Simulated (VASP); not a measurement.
Crystal: BeCd2S3.

```xyz
6
Lattice="4.1018 0.0000 0.0000 -2.0509 3.5523 0.0000 0.0000 0.0000 8.5191" Properties=species:S:1:pos:R:3 pbc="T T T"
Be    0.0000    0.0000    4.2595
Cd    0.0000    2.3682    0.0000
Cd    2.0509    1.1841    0.0000
S     2.0509    0.0000    4.2595
S    -1.0254    1.7761    4.2595
S     1.0254    1.7761    4.2595
```

The cell was built by a generator and needn't be a form met in nature.

- Program: VASP 6.6.1
- Task: relaxation of cell and atoms
- Functional: PBE
- Potentials or basis: VASP PAW PBE potentials, release 64 (Be, Cd, S)
- Cutoff: 520 eV
- k mesh: 4 × 4 × 2
- Occupations: gaussian, width 0.15 eV
- Spin: no spin polarisation

At the start: pressure 40.6 GPa; volume 20.69 Å³/atom.

**Question.** How do energy, volume and symmetry change on relaxing?

**Answer.** Over 12 steps the energy falls by 1221.1 meV/atom and the volume is 23.70 Å³/atom (+14.6 %); space group P6/mmm (No. 191, to 0.05 Å).

Step by step:
| step | energy change (eV) | largest force (eV/Å) | pressure (GPa) | volume (Å³) |
| --- | --- | --- | --- | --- |
| 1 | 0.0000 | 0.0000 | 40.62 | 124.13 |
| 2 | -5.1193 | 0.0000 | -6.72 | 235.64 |
| 3 | -7.0320 | 0.0000 | -0.60 | 178.12 |
| 4 | -7.0314 | 0.0000 | -0.17 | 176.95 |
| 5 | -7.0423 | 0.0000 | -0.22 | 175.44 |
| 6 | -7.0769 | 0.0000 | -0.25 | 170.89 |
| 7 | -7.1567 | 0.0000 | -0.30 | 161.80 |
| 8 | -7.3176 | 0.0000 | 0.21 | 143.60 |
| 9 | -6.0084 | 0.0000 | 11.47 | 107.15 |
| 10 | -7.3228 | 0.0000 | 0.49 | 141.00 |
| 11 | -7.2782 | 0.0000 | -1.63 | 146.52 |
| 12 | -7.3267 | 0.0000 | -0.08 | 142.21 |

Final structure:
```
Be Cd S
1.0
     4.93992    0.00000    0.00000
    -2.46996    4.27810    0.00000
     0.00000    0.00000    6.72902
Be Cd S
1 2 3
Direct
  0.00000 0.00000 0.50000
  0.33333 0.66667 0.00000
  0.66667 0.33333 0.00000
  0.50000 0.00000 0.50000
  0.00000 0.50000 0.50000
  0.50000 0.50000 0.50000
```

Caveat: the k mesh is coarse (spacing up to 0.44 Å⁻¹), so the values aren't converged.
